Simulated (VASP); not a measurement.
# Sb: single point with LDA

Sb:

```
Sb
1.0
     0.00000    2.50324    2.12776
     2.50324    0.00000    2.12776
     2.50324    2.50324    0.00000
Sb
1
Direct
  0.00000 0.00000 0.00000
```

This isn't the form of Sb at room conditions, which is rhombohedral.

| Quantity | Value |
| --- | --- |
| Program | VASP 6.6.1 |
| Task | single point |
| Functional | LDA |
| Potentials or basis | VASP PAW LDA potentials, release 64 (Sb) |
| Cutoff | 520 eV |
| k mesh | 20 × 20 × 20 |
| Occupations | gaussian, width 0.15 eV |
| Spin | no spin polarisation |

* Pressure: -2.5 GPa
* Band gap on the k mesh: none (metal or under the smearing width)

Stress tensor (GPa, compression positive):
```
-1.21  0.00  0.00
 0.00 -1.21  0.00
 0.00  0.00 -4.93
```

Levels at points of the mesh, in eV from the Fermi level:
```tsv
k point	band 1	band 2	band 3	band 4	band 5
(0.00, 0.00, 0.00)	-12.97	5.23	5.44	5.44	9.75
(0.50, 0.00, 0.00)	-9.14	-5.77	2.52	4.31	7.35
(0.50, 0.50, 0.00)	-6.32	-3.84	-0.86	-0.86	3.11
(0.50, 0.00, 0.50)	-8.22	-5.30	0.69	1.82	5.07
```

Wall time 29 s on 1 thread of Intel(R) Xeon(R) 6975P-C (Granite Rapids) (shared host), peak memory 0.24 GiB.

Spin-orbit coupling is left out, which matters for the levels of Sb.
